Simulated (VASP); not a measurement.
Set up this calculation in VASP 6.6.1, as the native input.

| Item | Value |
| --- | --- |
| Task | relaxation of cell and atoms |
| Functional | PBEsol |
| Potentials or basis | VASP PAW PBE potentials, release 64 (Os) |
| Cutoff | 600 eV |
| k mesh | 15 × 15 × 9 |
| Occupations | methfessel-paxton, width 0.1 eV |
| Spin | no spin polarisation |
| Further INCAR settings | ALGO = Normal; EDIFF = 1e-07; IBRION = 2; EDIFFG = -0.005; NSW = 90; ISIF = 3 |

The structure of Os lies in POSCAR:

```
Os                                      
1.0
    2.7288435859     -0.0000000000     -0.0000000000
   -1.3644217929      2.3632478684     -0.0000000000
    0.0000000000     -0.0000000000      4.3139749924
  Os            
     2
Direct
     0.3333333332999970    0.6666666667000030    0.2500000000000000
     0.6666666667000030    0.3333333332999970    0.7500000000000000
```

One way to write it, as run:

INCAR

```
PREC = Accurate
ENCUT = 600
EDIFF = 1E-7
ISMEAR = 1
SIGMA = 0.1
LREAL = F
LASPH = T
NELM = 80
ALGO = Normal
ISIF = 3
LWAVE = F
LCHARG = F
GGA = PS
IBRION = 2
NSW = 90
EDIFFG = -0.005
```

KPOINTS

```
Automatic mesh
0
Gamma
  15 15 9
```

Potentials or basis: VASP PAW PBE potentials, release 64 (Os).

Launch:

```bash
$ cat potpaw_PBE.64/Os/POTCAR > POTCAR
$ mpirun -np 1 vasp_std > vasp.out
```

Results of the run:

* Relaxed volume: 13.91 Å³/atom
* Relaxed cell: a = 2.728 Å, b = 2.728 Å, c = 4.314 Å, α = 90.00°, β = 90.00°, γ = 120.00°
* Space group after relaxing (to 0.05 Å): P6_3/mmc (No. 194)
* Energy gained by relaxing: 0.0 meV/atom
* Ionic steps: 3
* Pressure after relaxing: 0.0 GPa
* Band gap on the k mesh: none (metal or under the smearing width)

Caveat: the PAW data sets were made with another functional, which shifts forces and pressure a little.

It took 57 s on 1 thread of Intel(R) Xeon(R) Platinum 8488C (Sapphire Rapids), with other jobs on the host, peak memory 0.2 GiB.
